Q: I was told to raise the wave cutoff of a gallium arsenide calculation until the band gap stops changing. What does the cutoff do, and where does the gap stop?

GaAs in its cubic cell (edge 5.6537 Å, atoms fixed), computed with VASP 6.6.1 using PBE without spin-orbit coupling and the PAW potentials Ga_d (3d electrons treated explicitly) and As. All rows use an 8 × 8 × 8 k mesh that includes Γ and Gaussian smearing of 0.02 eV; both gaps are taken from levels at the mesh points only.

```tsv
wave cutoff	gap on mesh (eV)	direct gap on mesh (eV)
200 eV	0.504	0.504
250 eV	0.519	0.519
300 eV	0.519	0.519
350 eV	0.519	0.519
400 eV	0.520	0.520
450 eV	0.520	0.520
520 eV	0.520	0.520
600 eV	0.520	0.520
700 eV	0.520	0.520
```

A: The electrons are built from plane waves, and the cutoff is the highest kinetic energy a wave may have, so it fixes the finest detail that can be drawn. From 250 eV upward the gap stays within about 1 meV of 0.52 eV. The row at 200 eV is the only one that leaves this flat line. The last-digit step between 350 and 400 eV is too small to deserve a cause.

Q: Two columns agree in every row. Does that confirm the result?

A: No, they report the same pair of levels. The gap on mesh runs from the highest filled to the lowest empty level anywhere on the mesh, while the direct gap compares levels at one and the same wave vector. In gallium arsenide both edges lie at Γ, the point of zero wave vector, which belongs to this mesh.

Q: Why should a gap be flat at all, when each step adds more waves?

A: Because the added waves are finer than anything left to draw. A free electron of energy $E$ in eV has a wavelength of about $\sqrt{150/E}$ Å, which is roughly 0.9 Å at 200 eV and 0.7 Å at 300 eV. The potentials used here take care of the sharp wiggles close to each nucleus, so the waves have only smoother shapes to draw. The bonds are about 2.4 Å long, and the electrons in them are described early. Once the most compact state treated in the calculation is resolved as well, further waves have almost no work to do. The gap can look settled even sooner, because a shift shared by both band edges drops out of it.

Q: How large is the break at 200 eV, then?

A: The simplest model is a constant, fitted to the seven rows from 300 eV up, and it gives 519.8 meV. The row at 200 eV, which was not in that fit, has 503.8 meV. It therefore lies 16 meV, or about 3 percent, below the plateau.

Q: Perhaps the gap creeps up gently all the way, and 200 eV is merely the start of that creep.

A: That can be tried by fitting a smooth tail to the eight rows from 250 eV up and carrying it back to 200 eV:

$$G(E) = 520.1 - 1.2\,e^{-(E-250)/121.5}$$

Here $G$ is the gap in meV and $E$ the cutoff in eV. At 200 eV the exponential is $e^{50/121.5}\approx 1.5$, so the gap should fall short of its limit by $1.2\times1.5\approx1.8$ meV. The calculation falls short by about 16 meV, so the gentle tail misses nearly all of the break. The tail rests on shifts of about 1 meV and its constants have no physical meaning, but it does show that the error grows much faster below 250 eV than above. With no row between 200 and 250 eV, I can't say where the steep part begins.

Q: What is so hard to draw at 200 eV?

A: Most probably the 3d shell of gallium. This gallium potential treats the 3d electrons explicitly, and they sit within a few tenths of an ångström of the nucleus. Its recommended cutoff is roughly 280 eV, as I recall, so both 200 and 250 eV are too low for it.

Q: Do the calculations show that, or is it an argument?

A: Only in part. At 250 eV the 3d levels at Γ lie 62 to 66 meV below their positions at 600 eV, whereas the two band edges have moved by less than 4 meV. The 3d levels are thus clearly not converged, although the gap already looks settled. At 200 eV the same levels lie about 0.5 eV below their positions at 600 eV, while the band edges have sunk by less than 0.04 eV, so the 3d shell is worst described in the very row where the gap breaks. That it causes the break is still an inference, because no run here changes the treatment of the 3d shell alone. Arsenic may contribute there too, since 200 eV is also slightly below what its potential asks for.

Q: I thought that a poorer set of waves could only push energies up.

A: That rule holds for the total energy, before any correction for the finite cutoff is added, and not for each level of a self-consistent calculation. The levels sit in a potential made partly by the electrons themselves, so a badly drawn 3d cloud changes the potential that every other electron feels. At 200 eV the valence edge sinks by 18 meV and the conduction edge by 34 meV, relative to their means from 300 eV up. Each shift depends on where the program puts its zero of energy, but the gap keeps only their difference, $34-18=16$ meV. The conduction edge at Γ is s-like and reaches into the nuclei, which may be why it sinks towards the valence edge, but no calculation here tests that.

Q: So the gap can look better than the calculation behind it. Is 250 eV safe if I only watch the gap?

A: For the gap of this fixed cell, yes; for finding the size of the cell, no. At 250 eV the pressure is 3.2 GPa below its mean from 300 eV up, and at 200 eV it is 29 GPa below. Judged by pressure, two rows break the pattern instead of one.

Q: Why is pressure so much more sensitive?

A: Pressure asks how the energy changes when the cell changes size. The calculation keeps the same set of waves while it asks, so squeezing the cell shortens every wavelength and makes the set finer. If the set was too coarse, squeezing then lowers the energy for a purely numerical reason, and the cell seems to pull inward. This is known as Pulay stress.

Q: Yet the pressure at 250 eV is nearly zero. I would have taken that for a relaxed crystal.

A: It is a trap. The well-described cell is under about 3.4 GPa, which means that PBE, the density functional used here, would like a larger cell than the one it was given. At 250 eV the false inward pull happens to cancel that outward push. A cell relaxed there would be expected to stay too small for PBE, and its gap, which widens when the crystal is squeezed, would then be wrong as well. From 300 eV up, both the gap and the pressure have settled, the pressure to little more than 0.1 GPa.

Q: How would I guess the safe cutoff for a different choice of potential?

A: Start from the highest cutoff recommended for any of your potentials, then test the quantity you need. That value depends on how compact the explicitly treated shells are and on how soft the potential was made. With a gallium potential that freezes the 3d electrons into the core, the plateau should begin at a lower cutoff, and arsenic would then set the limit. With an oxide it usually begins higher, because the 2p electrons of oxygen are compact as well.

Q: And may I put the settled 0.52 eV into a device model?

A: No. The measured gap is roughly 1.5 eV, about 1 eV more, and that shortfall comes from the well-known tendency of PBE to make gaps too small. Spin-orbit coupling, left out here, would lower the calculated gap somewhat further. A higher cutoff brings you closer to the PBE answer, not to the measured one. The full comparison of levels, energies and pressures is in the output below.

Printed output of the fit:

```
fit of gap on 7 rows (ec > 280): constant 519.8 +/- 0.11; rms 0.278, worst 300 eV 0.4, leave-one-out rms 0.324
  rows outside the fit (model, value, miss): 200 eV 519.8, 503.8, 16; 250 eV 519.8, 518.9, 0.9
fit of gap on 8 rows (ec > 220): constant 520.1 +/- 0.067, coefficient of exp(-(ec - 250)/s) -1.203 +/- 0.14, s 121.5; rms 0.101, worst 350 eV 0.177, leave-one-out rms 0.144
  rows outside the fit (model, value, miss): 200 eV 518.3, 503.8, 14.5
Shift from the mean of the rows from 300 eV up:
     row  gap meV  valence edge meV  conduction edge meV  energy meV per cell  pressure GPa
  200 eV      -16            -18.03               -34.03                454.6           -29
  250 eV     -0.9            -2.329               -3.229                18.29        -3.196
  300 eV     -0.4          -0.02857              -0.4286              -0.9666     0.0009891
  350 eV     -0.4          -0.02857              -0.4286              0.07943      -0.06875
  400 eV     -0.1           -0.1286              -0.2286               0.9734       -0.1225
  450 eV      0.2           0.07143               0.2714               0.3564     -0.004901
  520 eV      0.3           0.07143               0.3714              -0.2426       0.07173
  600 eV      0.2           0.07143               0.2714             -0.09057       0.05677
  700 eV      0.2          -0.02857               0.1714              -0.1096        0.0667
Break of the gap at 200 eV in percent of the plateau: -3.078
Spread of the gap from 300 eV up in meV: 0.7
Energy error at 200 eV over that at 250 eV: 24.85
Pressure error at 200 eV over that at 250 eV: 9.075
Mean pressure from 300 eV up in GPa: 3.391
Ga 3d threefold level at Gamma, 250 eV less 600 eV, in meV: -62.2
Ga 3d twofold level at Gamma, 250 eV less 600 eV, in meV: -66.3
Valence edge at Gamma, 250 eV less 600 eV, in meV: -2.4
Conduction edge at Gamma, 250 eV less 600 eV, in meV: -3.5
Conduction level at L above that at Gamma, cutoff 600 eV, in meV: 479.3
Rough shortfall of the converged PBE gap against the measured one in eV: 0.9802
```
